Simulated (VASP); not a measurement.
An input for Ansatz (written as the equivalent of a VASP run, and not itself run):

Ansatz 0.2 input:
```yaml
crystal:
  lattice:
    - [-1.9931801, 1.9931801, 4.8054391]
    - [1.9931801, -1.9931801, 4.8054391]
    - [1.9931801, 1.9931801, -4.8054391]
  atoms:
    - { symbol: Ca, position: [0.0000000, 0.0000000, 0.0000000] }
    - { symbol: P, position: [0.6161003, 0.6161003, 0.0000000] }
    - { symbol: P, position: [0.3838997, 0.3838997, 0.0000000] }
    - { symbol: Rh, position: [0.7500000, 0.2500000, 0.5000000] }
    - { symbol: Rh, position: [0.2500000, 0.7500000, 0.5000000] }
kpoints:
  mp_grid: { grid: [10, 10, 10] }
hamiltonian:
  xc: pbesol
  pseudopotentials: { kind: paw }
scf:
  occupations: { method: methfessel_paxton, width: 0.1 }
  max_iter: 100
relax:
  max_steps: 60
  f_tol: 0.02
  cell: {}
output: { forces: true, stress: true, eigenvalues: true }
```

Problem. Translate this input to VASP (INCAR, KPOINTS, POSCAR, choice of POTCAR).

Solution. One answer among several that fit: 
KPOINTS:
```
kpoints
0
gamma
 10 10 10
0 0 0
```

INCAR:
```
SYSTEM=Ca(PRh)2
PREC=Accurate; ENCUT=400; LREAL=.False.
LASPH=.True.
EDIFF=1E-6; NELM=100; ALGO=Normal
LMAXMIX=4
ISMEAR=1; SIGMA=0.1
GGA=PS
IBRION=2; NSW=60; ISIF=3
EDIFFG=-0.02
LWAVE=.False.; LCHARG=.False.
```

### POSCAR
```
Ca(PRh)2
1
   -1.9931801148     1.9931801148     4.8054390678
    1.9931801148    -1.9931801148     4.8054390678
    1.9931801148     1.9931801148    -4.8054390678
Ca P Rh
1 2 2
Direct
  0.0000000000   0.0000000000   0.0000000000
  0.6161002819   0.6161002819   0.0000000000
  0.3838997181   0.3838997181   0.0000000000
  0.7500000000   0.2500000000   0.5000000000
  0.2500000000   0.7500000000   0.5000000000
```

POTCAR, in this order: Ca_sv P Rh_pv (PBE.64 set). Program: vasp_std.

What does not carry over: each code has its own PAW files, so the cut-off isn't converted (ENCUT is set for VASP's; basis.ecutwfc is left out, and Ansatz then takes the one that its files recommend); Ansatz stops its SCF on the density residual and VASP on the energy change (EDIFF).

The structure comes from a computed database's CaRh2P2 entry (I4/mmm); how it stands against other phases isn't given here. This run relaxes it. Symmetry was kept, so distortions that lower it aren't found. The start is the result of an earlier pass.
